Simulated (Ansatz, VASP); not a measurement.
# BAs: VASP beside Ansatz

One calculation is typed for both programs; each brings its own data sets. How far apart do they land? The cell is taken from a series of runs on this material, whose earlier steps may have relaxed, scaled, displaced or heated it; both programs get it as it stands.

Method: plane waves, with VASP 6.6.1 beside it; zone-centre phonons at PBE, in Ansatz 0.2.0.

### Step 1. Set-up

Symmetry: F-43m, No. 216, cubic system. The conventional cell has a = 4.643 Å, b = 4.643 Å, c = 4.643 Å, α = 90.00°, β = 90.00°, γ = 90.00°. B has 4 As at 2.01 Å nearest. Nearest to As lie 4 B at 2.01 Å. Farther neighbours are not listed.

As a file:

```xyz
2
Lattice="0.0000 2.3217 2.3217 2.3217 0.0000 2.3217 2.3217 2.3217 0.0000" Properties=species:S:1:pos:R:3 pbc="T T T"
B     0.0000    0.0000    0.0000
As    3.4825    3.4825    3.4825
```

### Step 2. VASP: zone-centre phonons, PBE, pair 1

Second derivatives magnify differences that forces hide, and they need a tight electronic threshold.

Lines of VASP's logs that name or quote its potential files are left out, and so is its time.

INCAR

```
SYSTEM = BAs
PREC = Accurate
ENCUT = 500
EDIFF = 1E-08
NELM = 120
ISMEAR = 0
SIGMA = 0.01
LREAL = .FALSE.
ALGO = Normal
GGA = PE
NBANDS = 10
LORBIT = 11
LWAVE = .FALSE.
LCHARG = .FALSE.
ISIF = 2
IBRION = 8
LEPSILON = .TRUE.
LASPH = .TRUE.
GGA_COMPAT = .FALSE.
EFERMI = MIDGAP
KPAR = 2
```

POSCAR

```
BAs
1.0
    0.0000000000      2.3216775765      2.3216775765
    2.3216775765      0.0000000000      2.3216775765
    2.3216775765      2.3216775765      0.0000000000
B As
1 1
Direct
    0.0000000000      0.0000000000      0.0000000000
    0.7500000000      0.7500000000      0.7500000000
```

KPOINTS

```
Automatic mesh
0
Gamma
12 12 12
0 0 0
```

PAW data sets: B and As (PBE family, release 64).

Launch:

```sh
mpirun -np 2 vasp_std
```

Numbers of over 12 decimals in the logs are rounded to 6 here.

What it wrote:

```text
[banner, memory and clock lines left out]
running    2 mpi-ranks, on    1 nodes
 distrk:  each k-point on    1 cores,    2 groups
 distr:  one band on    1 cores,    1 groups

 POSCAR found type information on POSCAR B As
 POSCAR found :  2 types and       2 ions
 LDA part: xc-table for (Slater+PW92), standard interpolation
 POSCAR, INCAR and KPOINTS ok, starting setup
 FFT: planning ... GRIDC
 FFT: planning ... GRID_SOFT
 FFT: planning ... GRID
 WAVECAR not read
 entering main loop
       N       E                     dE             d eps       ncg     rms          rms(c)
DAV:   1     0.116938711688E+02    0.11694E+02   -0.38081E+03  1440   0.697E+02
DAV:   2    -0.114748922970E+02   -0.23169E+02   -0.22105E+02  1960   0.107E+02
DAV:   3    -0.120805337736E+02   -0.60564E+00   -0.60423E+00  1730   0.169E+01
DAV:   4    -0.120820431635E+02   -0.15094E-02   -0.15093E-02  1734   0.915E-01
DAV:   5    -0.120820453268E+02   -0.21633E-05   -0.21632E-05  1674   0.361E-02    0.557E+00
DAV:   6    -0.113536632567E+02    0.72838E+00   -0.19120E+00  1560   0.638E+00    0.271E+00
DAV:   7    -0.112705532232E+02    0.83110E-01   -0.27306E-01  1716   0.273E+00    0.105E+00
DAV:   8    -0.112625627961E+02    0.79904E-02   -0.22699E-02  1602   0.933E-01    0.112E-01
DAV:   9    -0.112628802454E+02   -0.31745E-03   -0.68077E-04  1676   0.175E-01    0.672E-02
DAV:  10    -0.112630346727E+02   -0.15443E-03   -0.21037E-04  1578   0.947E-02    0.145E-02
DAV:  11    -0.112630390415E+02   -0.43688E-05   -0.44622E-06  1800   0.158E-02    0.132E-02
DAV:  12    -0.112630386313E+02    0.41018E-06   -0.23287E-06  1572   0.900E-03    0.406E-03
DAV:  13    -0.112630386982E+02   -0.66879E-07   -0.78987E-08  1740   0.192E-03    0.126E-03
DAV:  14    -0.112630388051E+02   -0.10696E-06   -0.11699E-08  1490   0.760E-04    0.127E-04
DAV:  15    -0.112630388101E+02   -0.50193E-08   -0.30185E-10   890   0.143E-04
   1 F= -.11263039E+02 E0= -.11263039E+02  d E =0.000000E+00
 Linear response reoptimize wavefunctions to high precision
DAV:   1    -0.112630388017E+02    0.84259E-08   -0.82398E-11   950   0.521E-05
DAV:   2    -0.112630388017E+02    0.42064E-11   -0.35101E-12   864   0.133E-05
 Linear response G [H, r] |phi>, progress :
  Direction:   1
       N       E                     dE             d eps       ncg     rms
RMM:   1    -0.475748411469E+02   -0.47575E+02   -0.61808E+01  3620   0.456E+01
RMM:   2    -0.366396906772E+02    0.10935E+02   -0.22145E+00  2381   0.107E+01
RMM:   3    -0.366786331263E+02   -0.38942E-01    0.67666E-02  2510   0.805E-01
RMM:   4    -0.366864188291E+02   -0.77857E-02    0.84283E-03  2563   0.808E-02
RMM:   5    -0.366871899265E+02   -0.77110E-03    0.88856E-04  2576   0.868E-03
RMM:   6    -0.366872674959E+02   -0.77569E-04    0.11556E-04  2563   0.122E-03
RMM:   7    -0.366872733855E+02   -0.58896E-05    0.58124E-05  2267   0.310E-04
RMM:   8    -0.366872746380E+02   -0.12525E-05    0.44370E-05  2098   0.214E-04
RMM:   9    -0.366872745535E+02    0.84512E-07    0.41493E-05  1913   0.207E-04
RMM:  10    -0.366872745491E+02    0.44025E-08    0.43552E-05  1730   0.207E-04
RMM:  11    -0.366872743985E+02    0.15061E-06    0.74018E-05  1566   0.208E-04
 Linear response G [H, r] |phi>, progress :
  Direction:   2
       N       E                     dE             d eps       ncg     rms
RMM:   1    -0.459580779638E+02   -0.45958E+02   -0.78907E+01  3608   0.432E+01
RMM:   2    -0.380960563100E+02    0.78620E+01   -0.11571E+00  2354   0.899E+00
RMM:   4    -0.381579239516E+02   -0.79236E-02    0.84276E-03  2575   0.635E-02
RMM:   5    -0.381586910172E+02   -0.76707E-03    0.87707E-04  2611   0.693E-03
RMM:   6    -0.381587683109E+02   -0.77294E-04    0.10563E-04  2555   0.103E-03
RMM:   7    -0.381587741168E+02   -0.58059E-05    0.47138E-05  2242   0.299E-04
RMM:   8    -0.381587751831E+02   -0.10663E-05    0.35835E-05  2115   0.222E-04
RMM:   9    -0.381587752384E+02   -0.55232E-07    0.33079E-05  1927   0.216E-04
RMM:  10    -0.381587753810E+02   -0.14267E-06    0.32108E-05  1784   0.216E-04
RMM:  11    -0.381587754315E+02   -0.50445E-07    0.37687E-05  1592   0.216E-04
 Linear response G [H, r] |phi>, progress :
  Direction:   3
       N       E                     dE             d eps       ncg     rms
RMM:   1    -0.253875510256E+02   -0.25388E+02    0.11538E+02  3411   0.426E+01
RMM:   2    -0.223985521447E+02    0.29890E+01   -0.22077E+00  2350   0.943E+00
RMM:   3    -0.223903627020E+02    0.81894E-02   -0.25243E-02  2480   0.806E-01
RMM:   4    -0.223900488866E+02    0.31382E-03   -0.27948E-04  2575   0.839E-02
RMM:   5    -0.223900418287E+02    0.70579E-05   -0.98264E-06  2536   0.975E-03
RMM:   6    -0.223900413410E+02    0.48770E-06   -0.88816E-07  2521   0.128E-03
RMM:   7    -0.223900412854E+02    0.55609E-07   -0.38435E-07  2242   0.269E-04
RMM:   8    -0.223900413144E+02   -0.28961E-07   -0.10730E-06  2029   0.148E-04
RMM:   9    -0.223900413659E+02   -0.51476E-07   -0.16558E-06  1885   0.141E-04
RMM:  10    -0.223900413657E+02    0.11003E-09   -0.48239E-06  1695   0.141E-04
RMM:  11    -0.223900413650E+02    0.70046E-09   -0.56738E-06  1474   0.141E-04
 Linear response to external field (no local field effect), progress :
  Direction:   1
       N       E                     dE             d eps       ncg     rms          rms(c)
[...]
RMM:   1    -0.595012309068E+00   -0.59501E+00   -0.26165E+00 12642   0.284E+00
RMM:   2    -0.606358012754E+00   -0.11346E-01   -0.54488E-03  9241   0.363E-01    0.115E+00
RMM:   3    -0.599233758269E+00    0.71243E-02   -0.49549E-03  9466   0.423E-01    0.674E-01
RMM:   4    -0.625509045273E+00   -0.26275E-01   -0.69664E-03  9286   0.525E-01    0.829E-02
RMM:   5    -0.630476934551E+00   -0.49679E-02   -0.15097E-04  9506   0.847E-02    0.106E-02
RMM:   6    -0.630696346947E+00   -0.21941E-03   -0.20567E-06  9830   0.102E-02    0.558E-03
RMM:   7    -0.630891998827E+00   -0.19565E-03   -0.14311E-06  9501   0.930E-03    0.410E-04
RMM:   8    -0.630896628768E+00   -0.46299E-05   -0.15195E-08 10187   0.572E-04    0.130E-04
RMM:   9    -0.630896184240E+00    0.44453E-06   -0.64716E-09  9002   0.278E-04    0.364E-05
RMM:  10    -0.630896601680E+00   -0.41744E-06   -0.80081E-09  8373   0.719E-05    0.420E-06
 change of polarisation eV/A/(eV/A) component  1 :     1.175     0.301     0.188
 dielectric tensor                  component  1 :     9.495     2.173     1.356
 Linear response to external field, progress :
  Direction:   2
       N       E                     dE             d eps       ncg     rms          rms(c)
RMM:   1    -0.595022530935E+00   -0.59502E+00   -0.26166E+00 12638   0.284E+00
RMM:   2    -0.606357194206E+00   -0.11335E-01   -0.54856E-03  9238   0.363E-01    0.115E+00
RMM:   3    -0.599233291663E+00    0.71239E-02   -0.49653E-03  9466   0.423E-01    0.674E-01
RMM:   4    -0.625507863016E+00   -0.26275E-01   -0.69745E-03  9283   0.525E-01    0.829E-02
RMM:   5    -0.630477308793E+00   -0.49694E-02   -0.15094E-04  9510   0.847E-02    0.106E-02
RMM:   6    -0.630696727293E+00   -0.21942E-03   -0.20638E-06  9827   0.102E-02    0.557E-03
RMM:   7    -0.630892306852E+00   -0.19558E-03   -0.14230E-06  9508   0.929E-03    0.410E-04
RMM:   8    -0.630896903746E+00   -0.45969E-05   -0.10386E-08 10158   0.571E-04    0.130E-04
RMM:   9    -0.630896474329E+00    0.42942E-06   -0.39501E-09  9041   0.279E-04    0.368E-05
RMM:  10    -0.630896878078E+00   -0.40375E-06   -0.10029E-09  8274   0.690E-05    0.448E-06
 change of polarisation eV/A/(eV/A) component  2 :     0.245     1.175     0.188
 dielectric tensor                  component  2 :     1.771     9.495     1.359
 Linear response to external field, progress :
  Direction:   3
       N       E                     dE             d eps       ncg     rms          rms(c)
RMM:   1    -0.595023814103E+00   -0.59502E+00   -0.26166E+00 12641   0.284E+00
RMM:   2    -0.606357773336E+00   -0.11334E-01   -0.54536E-03  9241   0.363E-01    0.115E+00
RMM:   3    -0.599233544801E+00    0.71242E-02   -0.49566E-03  9466   0.423E-01    0.674E-01
RMM:   4    -0.625508786077E+00   -0.26275E-01   -0.69670E-03  9285   0.525E-01    0.829E-02
RMM:   5    -0.630477173293E+00   -0.49684E-02   -0.15096E-04  9506   0.847E-02    0.106E-02
RMM:   6    -0.630696592270E+00   -0.21942E-03   -0.20492E-06  9819   0.102E-02    0.558E-03
RMM:   7    -0.630892227234E+00   -0.19563E-03   -0.14247E-06  9517   0.929E-03    0.410E-04
RMM:   8    -0.630896859890E+00   -0.46327E-05   -0.15177E-08 10169   0.572E-04    0.130E-04
RMM:   9    -0.630896419786E+00    0.44010E-06   -0.80575E-09  9022   0.279E-04    0.368E-05
RMM:  10    -0.630896824370E+00   -0.40458E-06    0.40918E-09  8289   0.690E-05    0.448E-06
 change of polarisation eV/A/(eV/A) component  3 :     0.202     0.286     1.175
 dielectric tensor                  component  3 :     1.462     2.067     9.495
 Linear response DOF=           2
 Linear response progress:
  Degree of freedom:   1/  2
       N       E                     dE             d eps       ncg     rms          rms(c)
RMM:   1    -0.454609247602E-01   -0.45461E-01    0.20048E-04 13268   0.110E+00
RMM:   2    -0.424124171090E-01    0.30485E-02   -0.77142E-04  8810   0.213E-01    0.110E-01
RMM:   3    -0.424845003968E-01   -0.72083E-04   -0.59677E-05  9201   0.760E-02    0.576E-02
RMM:   4    -0.428531406266E-01   -0.36864E-03   -0.93933E-05  8988   0.726E-02    0.808E-03
RMM:   5    -0.428382384757E-01    0.14902E-04    0.38760E-06  9595   0.942E-03    0.796E-04
RMM:   6    -0.428374630911E-01    0.77538E-06    0.14474E-09  9556   0.914E-04    0.342E-04
RMM:   7    -0.428366327704E-01    0.83032E-06   -0.22675E-08  9733   0.385E-04    0.554E-05
RMM:   8    -0.428368015199E-01   -0.16875E-06   -0.32755E-07  9873   0.849E-05    0.173E-05
RMM:   9    -0.428367616624E-01    0.39857E-07   -0.34086E-07 10045   0.368E-05    0.406E-06
RMM:  10    -0.428367595461E-01    0.21163E-08   -0.32370E-07  9513   0.158E-05    0.726E-07
RMM:  11    -0.428367646291E-01   -0.50830E-08   -0.36510E-07  8576   0.111E-05    0.136E-07
RMM:  12    -0.428367638315E-01    0.79763E-09   -0.32516E-07  5935   0.106E-05    0.442E-08
 first order change of Fermi-energy   0.25604E+01
 force on displaced ion       1 direction 1 : -19.939   0.000   0.000
 Born effective charge ion    1 direction 1 :  -0.787   0.000   0.000
 Linear response progress:
  Degree of freedom:   2/  2
       N       E                     dE             d eps       ncg     rms          rms(c)
RMM:   1    -0.385648392528E-01   -0.38565E-01    0.24996E-02 13310   0.113E+00
RMM:   2    -0.362033449682E-01    0.23615E-02   -0.14643E-03  8935   0.208E-01    0.982E-02
RMM:   3    -0.360758518212E-01    0.12749E-03   -0.13008E-04  9521   0.276E-02    0.584E-02
RMM:   4    -0.361528562328E-01   -0.77004E-04   -0.11223E-04  9250   0.355E-02    0.349E-03
RMM:   5    -0.361368174216E-01    0.16039E-04   -0.95221E-06  9820   0.308E-03    0.888E-04
RMM:   6    -0.361310847503E-01    0.57327E-05    0.81836E-08  9600   0.103E-03    0.218E-04
RMM:   7    -0.361304514071E-01    0.63334E-06    0.42753E-07 10050   0.169E-04    0.516E-05
RMM:   8    -0.361303333244E-01    0.11808E-06    0.48445E-07 10118   0.458E-05    0.136E-05
RMM:   9    -0.361304240785E-01   -0.90754E-07    0.43208E-07 10122   0.269E-05    0.189E-06
RMM:  10    -0.361304237038E-01    0.37465E-09    0.43005E-07  9167   0.957E-06    0.117E-06
RMM:  11    -0.361304238691E-01   -0.16526E-09    0.39422E-07  7768   0.935E-06    0.175E-07
RMM:  12    -0.361304266318E-01   -0.27628E-08    0.39446E-07  5818   0.906E-06    0.436E-08
 first order change of Fermi-energy  -0.25602E+01
 force on displaced ion       2 direction 1 : -19.933  -0.000  -0.000
 Born effective charge ion    2 direction 1 :   0.783   0.000   0.000
 Born effective charges drift removed
 Linear response finished
```

From OUTCAR (step 2):

```text
ion  position               nearest neighbor table
   1  0.000  0.000  0.000-   2 2.01   2 2.01   2 2.01   2 2.01
   2  0.750  0.750  0.750-   1 2.01   1 2.01   1 2.01   1 2.01

  LATTYP: Found a face centered cubic cell.
 ALAT       =     4.6433551530

 Subroutine GETGRP returns: Found 24 space group operations
 (whereof 24 operations were pure point group operations)

The static configuration has the point symmetry T_d .

 Found     72 irreducible k-points:

   k-points           NKPTS =     72   k-points in BZ     NKDIM =     72   number of bands    NBANDS=     10

   dimension x,y,z NGX =    24 NGY =   24 NGZ =   24
   dimension x,y,z NGXF=    48 NGYF=   48 NGZF=   48

   ENCUT  =  500.0 eV  36.75 Ry    6.06 a.u.   5.99  5.99  5.99*2*pi/ulx,y,z

   NELECT =       8.0000    total number of electrons

 k-points in reciprocal lattice and weights: Automatic mesh
   0.00000000  0.00000000  0.00000000       0.001
   0.08333333  0.00000000  0.00000000       0.005
   0.16666667  0.00000000  0.00000000       0.005
   0.25000000  0.00000000  0.00000000       0.005
   0.33333333  0.00000000  0.00000000       0.005
   0.41666667  0.00000000  0.00000000       0.005
   0.50000000  0.00000000  0.00000000       0.002
   0.08333333  0.08333333  0.00000000       0.003
   0.16666667  0.08333333  0.00000000       0.014
[...]
-0.33333333  0.50000000  0.16666667       0.007
  -0.25000000  0.50000000  0.25000000       0.003

 average (electrostatic) potential at core
       1 -25.6980       2 -47.8833

  Total        2.8388675      2.8388675      2.8388675     -0.0000000      0.0000000      0.0000000
  in kB      181.7272235    181.7272235    181.7272235     -0.0000000      0.0000000      0.0000000
  external PRESSURE =     181.7272235 kB  Pullay stress =       0.0000000 kB

  energy-cutoff  :      500.00
  volume of cell :       25.03
      direct lattice vectors                 reciprocal lattice vectors
     0.000000000  2.321677576  2.321677576    -0.215361515  0.215361515  0.215361515
     2.321677576  0.000000000  2.321677576     0.215361515 -0.215361515  0.215361515
     2.321677576  2.321677576  0.000000000     0.215361515  0.215361515 -0.215361515

 POSITION                                       TOTAL-FORCE (eV/Angst)
 -----------------------------------------------------------------------------------
      0.00000      0.00000      0.00000        -0.000000      0.000000      0.000000
      3.48252      3.48252      3.48252         0.000000     -0.000000     -0.000000
 -----------------------------------------------------------------------------------
    total drift:                               -0.000000     -0.000000     -0.000000

 MACROSCOPIC STATIC DIELECTRIC TENSOR (including local field effects in DFT)
 ------------------------------------------------------
           9.494602    -0.000000    -0.000000
           0.000000     9.494602     0.000000
           0.000000     0.000000     9.494602
 ------------------------------------------------------

 PIEZOELECTRIC TENSOR (including local field effects)  for field in x, y, z        (C/m^2)
          XX          YY          ZZ          XY          YZ          ZX
  --------------------------------------------------------------------------------
  x     0.00000    -0.00000    -0.00000     0.00000    -0.20887     0.00000
  y     0.00000    -0.00000     0.00000     0.00000     0.00000    -0.20887
  z     0.00000    -0.00000     0.00000    -0.20887     0.00000     0.00000

 BORN EFFECTIVE CHARGES (including local field effects) (in |e|, cummulative output)
 ---------------------------------------------------------------------------------
 ion    1
    1    -0.78312     0.00000     0.00000
    2     0.00000    -0.78312     0.00000
    3     0.00000     0.00000    -0.78312
 ion    2
    1     0.78312     0.00000     0.00000
    2     0.00000     0.78312     0.00000
    3     0.00000     0.00000     0.78312

 Eigenvectors and eigenvalues of the dynamical matrix
 ----------------------------------------------------

   1 f  =   22.710459 THz   142.694019 2PiTHz  757.539355 cm-1    93.922867 meV
             X         Y         Z           dx          dy          dz
      0.000000  0.000000  0.000000     0.000000    0.000000   -0.934843
      3.482516  3.482516  3.482516     0.000000    0.000000    0.355062

   2 f  =   22.710459 THz   142.694019 2PiTHz  757.539355 cm-1    93.922867 meV
             X         Y         Z           dx          dy          dz
      0.000000  0.000000  0.000000     0.934843   -0.000000    0.000000
      3.482516  3.482516  3.482516    -0.355062    0.000000    0.000000

   3 f  =   22.710459 THz   142.694019 2PiTHz  757.539355 cm-1    93.922867 meV
             X         Y         Z           dx          dy          dz
      0.000000  0.000000  0.000000     0.000000    0.934843    0.000000
      3.482516  3.482516  3.482516     0.000000   -0.355062    0.000000

   4 f/i=    0.001086 THz     0.006824 2PiTHz    0.036226 cm-1     0.004491 meV
             X         Y         Z           dx          dy          dz
      0.000000  0.000000  0.000000    -0.011218   -0.145385    0.323738
      3.482516  3.482516  3.482516    -0.029537   -0.382784    0.852370

   5 f/i=    0.001086 THz     0.006824 2PiTHz    0.036226 cm-1     0.004491 meV
             X         Y         Z           dx          dy          dz
      0.000000  0.000000  0.000000     0.058966    0.318634    0.145136
      3.482516  3.482516  3.482516     0.155251    0.838932    0.382128

   6 f/i=    0.001086 THz     0.006824 2PiTHz    0.036226 cm-1     0.004491 meV
             X         Y         Z           dx          dy          dz
      0.000000  0.000000  0.000000     0.349952   -0.058349   -0.014077
      3.482516  3.482516  3.482516     0.921388   -0.153628   -0.037063

 MACROSCOPIC STATIC DIELECTRIC TENSOR IONIC CONTRIBUTION
 ------------------------------------------------------
           0.222409    -0.000000    -0.000000
          -0.000000     0.222409     0.000000
          -0.000000     0.000000     0.222409
 ------------------------------------------------------

 ELASTIC MODULI CONTR FROM IONIC RELAXATION (kBar)
 Direction    XX          YY          ZZ          XY          YZ          ZX
 --------------------------------------------------------------------------------
 XX          -0.0000      0.0000      0.0000      0.0000     -0.0000      0.0000
 YY           0.0000     -0.0000      0.0000      0.0000      0.0000     -0.0000
 ZZ           0.0000      0.0000     -0.0000     -0.0000      0.0000      0.0000
 XY           0.0000      0.0000     -0.0000   -413.5932      0.0000     -0.0000
 YZ          -0.0000      0.0000      0.0000      0.0000   -413.5932      0.0000
 ZX           0.0000     -0.0000      0.0000     -0.0000      0.0000   -413.5932
 --------------------------------------------------------------------------------

 PIEZOELECTRIC TENSOR IONIC CONTR  for field in x, y, z        (C/m^2)
          XX          YY          ZZ          XY          YZ          ZX
  --------------------------------------------------------------------------------
  x     0.00000    -0.00000    -0.00000    -0.00000     0.28539    -0.00000
  y    -0.00000     0.00000    -0.00000     0.00000    -0.00000     0.28539
  z    -0.00000    -0.00000     0.00000     0.28539    -0.00000     0.00000
```

(Continued in part 2 of 3.)

[Lines on the potential files, build, host, timing and source positions are cut from VASP's logs without a mark.]

[Logs are printed without paths, hosts, clocks, repeated set-up lines and the standing remarks that a program may print on its own settings, such as how far it seeks lower states.]

[Hosts, paths, dates, database ids (printed as entryN), source tags and the programs' standing remarks are cut or masked in the printed files.]
